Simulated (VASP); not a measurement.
Consider the following.

```
CELL_PARAMETERS angstrom
      4.30963     0.00000     0.00000
      0.00000     4.30963     0.00000
      0.00000     0.00000     4.30963
ATOMIC_POSITIONS crystal
  Cu 0.75000 0.25000 0.75000
  Cu 0.25000 0.75000 0.75000
  Cu 0.75000 0.75000 0.25000
  Cu 0.25000 0.25000 0.25000
  O  0.00000 0.00000 0.00000
  O  0.50000 0.50000 0.50000
```

Method: PBE GGA, VASP's PBE PAW potentials (set 64) (plane waves; VASP). Numerical set-up: 620 eV cut-off, 5×5×5 Γ-centred mesh, Gaussian smearing of 0.050 eV, potentials Cu O.

Energy and stress use the plane-wave basis of the starting cell.

Task: The ions, cell shape and volume at an external pressure of 5.0 GPa are relaxed. Predict the relaxed structure.

Result: 
```
CELL_PARAMETERS angstrom
      4.24900     0.00000     0.00000
      0.00000     4.24900     0.00000
      0.00000     0.00000     4.24900
ATOMIC_POSITIONS crystal
  Cu 0.75000 0.25000 0.75000
  Cu 0.25000 0.75000 0.75000
  Cu 0.75000 0.75000 0.25000
  Cu 0.25000 0.25000 0.25000
  O  0.00000 0.00000 0.00000
  O  0.50000 0.50000 0.50000
```
Space group Pn-3m (224), at a tolerance of 0.03 Å.

Task: How do energy and volume change from the first to the last step?

Result: The energy (σ→0) changes by +7.9 meV/atom and the volume by -4.2 %, in 3 ionic steps.

The compound is Cu2O in the cuprite structure. This run relaxes it under an external pressure of 5 GPa. Symmetry was kept, so distortions that lower it aren't found.
